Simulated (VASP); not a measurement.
Consider the following.

```
Se
1.0
    2.12874    -3.68709     0.00000
    2.12874     3.68709     0.00000
    0.00000     0.00000     4.94231
Se
3
Direct
  0.00000   0.22782   0.66667
  0.77218   0.77218   0.00000
  0.22782   0.00000   0.33333
```

Level of theory: revTPSS meta-GGA, VASP's PBE PAW potentials (set 64) (plane waves; VASP 6.6.1). Numerical set-up: 520 eV cut-off, 6×6×5 Γ-centred mesh, Gaussian smearing of 0.050 eV, potentials Se.

Without a dispersion term in the relaxation, distances and binding between the weakly bound layers, chains or molecules are unreliable, and so is what depends on them.

Task: The ions and cell shape at fixed volume are relaxed. Which structure does the run end with?

Result: 
```
Se
1.0
    2.09910    -3.63575     0.00000
    2.09910     3.63575     0.00000
    0.00000     0.00000     5.08287
Se
3
Cartesian
  2.59447  -2.77775   3.38858
  3.20747   0.00000   0.00000
  2.59447   2.77775   1.69429
```
Space group P3_121 (152), at a tolerance of 0.03 Å.

Task: How much energy does the relaxation gain?

Result: The energy (σ→0) changes by -14.7 meV/atom, in 7 ionic steps.

```
step  E(σ→0) (eV)  max force (eV/Å)  pressure (GPa)  volume (Å³)
----  -----------  ----------------  --------------  -----------
1         12.1119             0.612            3.75        77.58
2         12.0729             0.105            1.56        77.58
3         12.0705             0.052            0.84        77.58
4         12.0705             0.041            0.89        77.58
5         12.0691             0.027            0.84        77.58
6         12.0680             0.013            0.66        77.58
7         12.0679             0.003            0.71        77.58
```

The compound is Se in the trig structure. This cell is one point of a volume scan, at 0.94 of the reference volume. Symmetry was kept, so distortions that lower it aren't found.
